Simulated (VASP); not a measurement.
Output of a VASP run:

### OSZICAR
```
       N       E                     dE             d eps       ncg     rms          rms(c)
DAV:   1     0.427530776391E+02    0.42753E+02   -0.44451E+03  2336   0.995E+02
DAV:   2    -0.875419868072E+01   -0.51507E+02   -0.49672E+02  2320   0.206E+02
DAV:   3    -0.937526553936E+01   -0.62107E+00   -0.61894E+00  3432   0.307E+01
DAV:   4    -0.937926540219E+01   -0.39999E-02   -0.39981E-02  2936   0.177E+00
DAV:   5    -0.937928792493E+01   -0.22523E-04   -0.22522E-04  3432   0.824E-02    0.153E+01
DAV:   6    -0.892197147283E+01    0.45732E+00   -0.94474E-01  2736   0.137E+01    0.636E+00
DAV:   7    -0.883550790761E+01    0.86464E-01   -0.30498E-01  2984   0.723E+00    0.157E+00
DAV:   8    -0.882986397730E+01    0.56439E-02   -0.23027E-03  2552   0.765E-01    0.474E-01
DAV:   9    -0.882916233880E+01    0.70164E-03   -0.70435E-04  3064   0.439E-01    0.128E-02
DAV:  10    -0.882916915306E+01   -0.68143E-05   -0.42229E-06  3136   0.210E-02    0.395E-03
DAV:  11    -0.882916925691E+01   -0.10385E-06   -0.11233E-07  1840   0.415E-03
   1 F= -.79461976E+01 E0= -.79460928E+01  d E =-.794620E+01
```

File OUTCAR:
```
------------------------ aborting loop because EDIFF is reached ----------------------------------------
  FORCE on cell =-STRESS in cart. coord.  units (eV):
  Direction    XX          YY          ZZ          XY          YZ          ZX
  --------------------------------------------------------------------------------------
  Total        0.8727602      0.8727602      0.8727602      0.0000000     -0.0000000      0.0000000
  in kB       98.8435223     98.8435223     98.8435223      0.0000000     -0.0000000      0.0000000
  external PRESSURE =      -1.1564777 kB  Pullay stress =     100.0000000 kB
  volume of cell :       14.15
      direct lattice vectors                 reciprocal lattice vectors
     0.000000000  1.919592786  1.919592786    -0.260471910  0.260471910  0.260471910
     1.919592786  0.000000000  1.919592786     0.260471910 -0.260471910  0.260471910
     1.919592786  1.919592786  0.000000000     0.260471910  0.260471910 -0.260471910
 POSITION                                       TOTAL-FORCE (eV/Angst)
 -----------------------------------------------------------------------------------
      0.00000      0.00000      0.00000        -0.000000     -0.000000      0.000000
 -----------------------------------------------------------------------------------
    total drift:                                0.000000      0.000000     -0.000000
  FREE ENERGIE OF THE ION-ELECTRON SYSTEM (eV)
  ---------------------------------------------------
  free  energy   TOTEN  =        -8.8291692569 eV

  energy  without entropy=       -8.8288546775  energy(sigma->0) =       -8.82906440
  enthalpy is  TOTEN    =        -7.9461976452 eV   P V=        0.8829716117

 reached required accuracy - stopping structural energy minimisation
```
(Selected blocks of OUTCAR.)

POSCAR:
```
Ir
1
    0.0000000000     1.9195927862     1.9195927862
    1.9195927862    -0.0000000000     1.9195927862
    1.9195927862     1.9195927862     0.0000000000
Ir
1
Direct
  0.0000000000   0.0000000000   0.0000000000
```

Q: Reconstruct the remaining input files.

A: One answer among several that fit: the input of the run itself, PBE GGA, plane waves, VASP's PBE PAW potentials (set 64).

**KPOINTS**
```
Automatic mesh
0
Gamma
16 16 16
0 0 0
```

### INCAR
```
ALGO=Normal
EDIFF=1E-6
EDIFFG=-0.02
ENCUT=500
GGA=PE
IBRION=2
ISIF=3
ISMEAR=1
LASPH=.TRUE.
LCHARG=.FALSE.
LMAXMIX=6
LREAL=.FALSE.
LWAVE=.FALSE.
NELM=100
NSW=40
PREC=Accurate
PSTRESS=100
SIGMA=0.1
SYSTEM=Ir
```

POTCAR, in this order: Ir (PBE.64 set). Program: vasp_std.

The compound is Ir in the fcc structure. It was relaxed first under an external pressure of 10 GPa.
